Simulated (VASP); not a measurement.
A VASP calculation is set up with these files.

INCAR:
```
! general
SYSTEM   =  BeTe
PREC     =  Accurate
ENCUT    =  480
LREAL    =  .False.
LASPH    =  .True.

! electronic loop
EDIFF    =  1E-7   ! SCF stop (eV)
NELM     =  100
ALGO     =  Normal
LMAXMIX  =  4   ! l cut-off of mixed one-centre charges

! smearing
ISMEAR   =  0   ! Gaussian
SIGMA    =  0.05   ! width (eV)

! functional
GGA      =  PS

! ions
ISIF     =  2

! output
LWAVE    =  .False.
LCHARG   =  .False.
```

**KPOINTS**
```
Regular mesh
0
Gamma
8 8 8
0 0 0
```

**POSCAR**
```
BeTe
1
    0.0000000000     2.8061752328     2.8061752328
    2.8061752328    -0.0000000000     2.8061752328
    2.8061752328     2.8061752328     0.0000000000
Be Te
1 1
Direct
  0.0000000000   0.0000000000   0.0000000000
  0.2500000000   0.2500000000   0.2500000000
```

POTCAR, in this order: Be Te (PBE.64 set). Program: vasp_std.

### Question
Translate this PBEsol calculation to Ansatz.

### Answer
One equivalent input (not run):
Ansatz 0.2 input:
```yaml
crystal:
  lattice:
    - [0.0000000, 2.8061752, 2.8061752]
    - [2.8061752, 0.0000000, 2.8061752]
    - [2.8061752, 2.8061752, 0.0000000]
  atoms:
    - { symbol: Be, position: [0.0000000, 0.0000000, 0.0000000] }
    - { symbol: Te, position: [0.2500000, 0.2500000, 0.2500000] }
kpoints:
  mp_grid: { grid: [8, 8, 8] }
hamiltonian:
  xc: pbesol
  pseudopotentials: { kind: paw }
scf:
  occupations: { method: gaussian, width: 0.05 }
  max_iter: 100
output: { forces: true, stress: true, eigenvalues: true }
```
What does not carry over: each code has its own PAW files, so the cut-off isn't converted (ENCUT is set for VASP's; basis.ecutwfc is left out, and Ansatz then takes the one that its files recommend); Ansatz stops its SCF on the density residual and VASP on the energy change (EDIFF).

The compound is BeTe in the zinc blende structure. It was relaxed first.
